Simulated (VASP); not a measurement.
Wanted: the native input for a VASP 6.6.1 run.

```
Task                   : relaxation of cell and atoms
Functional             : PBE
Dispersion             : D4
Potentials or basis    : VASP PAW PBE potentials, release 64 (Na_pv, La, Mn_pv, Mo_sv, O)
Cutoff                 : 600 eV
k mesh                 : 6 × 6 × 6
Occupations            : fermi-dirac, width 0.05 eV
Spin                   : collinear spin, ferromagnetic start
Starting moments       : [0.0, 0.0, 4.0, 1.0, 0.0, 0.0, 0.0, 0.0, 0.0, 0.0] μB
Further INCAR settings : ALGO = Normal; EDIFF = 1e-07; IBRION = 2; EDIFFG = -0.02; NSW = 60; ISIF = 3
```

The structure of NaLaMnMoO6 lies in POSCAR:

```
NaLaMnMoO6
1.0
    4.9777500000     -2.8814600000      0.0205500000
    4.9777500000      2.8814600000      0.0205500000
   -3.0608600000      0.0000000000      4.5978500000
Na La Mn Mo O
1 1 1 1 6
Direct
    0.9948200000      0.9948200000      0.4999400000
    0.7530700000      0.7530700000      0.7882500000
    0.2501600000      0.2501600000      0.1981100000
    0.4986700000      0.4986700000      0.9972200000
    0.3033800000      0.3033800000      0.6139600000
    0.3290200000      0.8285000000      0.8764900000
    0.1955800000      0.6363000000      0.1535400000
    0.6363000000      0.1955800000      0.1535400000
    0.8285000000      0.3290200000      0.8764900000
    0.7105000000      0.7105000000      0.3424600000
```

The cell was built by a generator and needn't be a form met in nature.

The input as run:

INCAR

```
PREC = Accurate ; ENCUT = 600
EDIFF = 1E-7 ; ISMEAR = -1
SIGMA = 0.05 ; LREAL = F
LASPH = T ; NELM = 120
ALGO = Normal ; ISIF = 3
LWAVE = F ; LCHARG = F
ISPIN = 2 ; MAGMOM = 0 0 4 1 0 0 0 0 0 0
LORBIT = 11 ; LMAXMIX = 6
GGA = PE ; IVDW = 13
IBRION = 2 ; NSW = 60
EDIFFG = -0.02 ; KPAR = 4
```

KPOINTS

```
Automatic mesh
0
Gamma
  6 6 6
```

Potentials or basis: VASP PAW PBE potentials, release 64 (Na_pv, La, Mn_pv, Mo_sv, O).

Run with:

```sh
$ cat potpaw_PBE.64/Na_pv/POTCAR potpaw_PBE.64/La/POTCAR potpaw_PBE.64/Mn_pv/POTCAR potpaw_PBE.64/Mo_sv/POTCAR potpaw_PBE.64/O/POTCAR > POTCAR
$ mpirun -np 4 vasp_std > vasp.out
```

It gave:

* Relaxed volume: 13.00 Å³/atom
* Relaxed cell: a = 5.715 Å, b = 5.715 Å, c = 5.522 Å, α = 118.93°, β = 118.93°, γ = 60.46°
* Space group after relaxing (to 0.05 Å): Cm (No. 8)
* Energy gained by relaxing: 2.2 meV/atom
* Ionic steps: 41
* Pressure after relaxing: 0.1 GPa
* Largest force after relaxing: 0.016 eV/Å
* Band gap on the k mesh: 0.99 eV, indirect (least direct gap 1.09 eV)
* Net moment: 5.00 μB per cell
* Site moments: Na +0.00; La +0.01; Mn +4.36; Mo +0.15; O +0.02, +0.04 μB
* Valence electrons inside the program's atomic spheres: Na 6.07; La 8.59; Mn 11.28; Mo 12.33; O 4.99, 5.03, 5.04
* Dispersion energy per atom: -0.214 eV

Caveat: spin-orbit coupling is left out, which moves the levels of the heavy elements; a cell with one magnetic atom can't hold antiferromagnetic order, which such compounds often take.

Run time: 100 min on 4 MPI ranks on Intel(R) Xeon(R) 6975P-C (Granite Rapids) (shared host), peak memory 1.1 GiB a rank.
